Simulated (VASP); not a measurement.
Calculation: PBE GGA with D3 dispersion (Becke-Johnson damping), VASP's PBE PAW potentials (set 64) (plane waves; VASP).

A VASP calculation is set up with these files.

**INCAR**
```
LASPH  =  T   # aspherical one-centre terms
NELM  =  100   # most electronic steps
ISIF  =  2   # forces and stress, cell fixed
SIGMA  =  0.05   # width (eV)
IVDW  =  12
ENCUT  =  520   # plane-wave cut-off (eV)
LWAVE  =  F
SYSTEM  =  SrTe
EDIFF  =  1E-7   # SCF stop (eV)
LMAXMIX  =  4   # l cut-off of mixed one-centre charges
LCHARG  =  F
PREC  =  Accurate
GGA  =  PE
ISMEAR  =  0
ALGO  =  Normal   # blocked Davidson
LREAL  =  F
```

KPOINTS:
```
Automatic mesh
0
G
 7 7 7
```

**POSCAR**
```
SrTe
1
    0.0000000000     3.2788629579     3.2788629579
    3.2788629579     0.0000000000     3.2788629579
    3.2788629579     3.2788629579     0.0000000000
Sr Te
1 1
Direct
  0.0000000000   0.0000000000   0.0000000000
  0.5000000000   0.5000000000   0.5000000000
```

POTCAR, in this order: Sr_sv Te (PBE.64 set). Program: vasp_std.

**Question.** What does the run give for the energy per atom (σ→0), dispersion energy, pressure?

**Answer.** 
| Quantity | Value |
|---|---|
| energy per atom (σ→0) | -4.467 eV/atom |
| dispersion energy | -0.711 eV |
| pressure | 1.15 GPa |

### OSZICAR
```
...
DAV:   7    -0.822239587827E+01   -0.42568E-02   -0.19395E-01   644   0.313E+00    0.852E-01
DAV:   8    -0.822178279038E+01    0.61309E-03   -0.23491E-02   580   0.801E-01    0.285E-01
DAV:   9    -0.822202984787E+01   -0.24706E-03   -0.83436E-04   620   0.235E-01    0.951E-02
DAV:  10    -0.822218402285E+01   -0.15417E-03   -0.11985E-04   560   0.771E-02    0.283E-02
DAV:  11    -0.822220586731E+01   -0.21844E-04   -0.25397E-05   604   0.356E-02    0.151E-02
DAV:  12    -0.822220614724E+01   -0.27994E-06   -0.13795E-06   644   0.705E-03    0.205E-03
DAV:  13    -0.822220607451E+01    0.72734E-07   -0.14387E-07   584   0.267E-03
   1 F= -.89332021E+01 E0= -.89332021E+01  d E =-.570400E-13
```

The compound is SrTe in the rock salt structure. This cell is one point of a volume scan, at 0.97 of the reference volume.
